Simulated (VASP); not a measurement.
Data:

```xyz
6
Lattice="4.6259 0.0000 0.0000 0.0000 4.6259 0.0000 0.0000 0.0000 3.0547" Properties=species:S:1:pos:R:3 pbc="T T T"
Mg     0.0000     0.0000     0.0000
Mg     2.3130     2.3130     1.5273
F      1.4017     1.4017     0.0000
F      3.7146     0.9113     1.5273
F      0.9113     3.7146     1.5273
F      3.2243     3.2243     0.0000
```

These are PBEsol GGA, VASP's PBE PAW potentials (set 64) (plane waves; VASP) values and carry that method's errors. Run with PREC = Normal, EDIFF = 1E-5, 450 eV cut-off, 7×7×10 Γ-centred mesh, Gaussian smearing of 0.050 eV, potentials Mg F.

At this cut-off the stress carries a Pulay error, which pulls relaxed volumes low.

Question: Predict the energy per atom (σ→0), pressure, band gap (on the k-mesh) with the smallest direct gap where there is one.

Answer: 
band gap (on the k-mesh): 6.92 eV
smallest direct gap (on the k-mesh): 6.92 eV
energy per atom (σ→0): -5.437 eV/atom
pressure: -2.72 GPa

Only differences to runs with the same potentials and settings are physical.

The compound is MgF2 in the rutile structure. It was relaxed first.
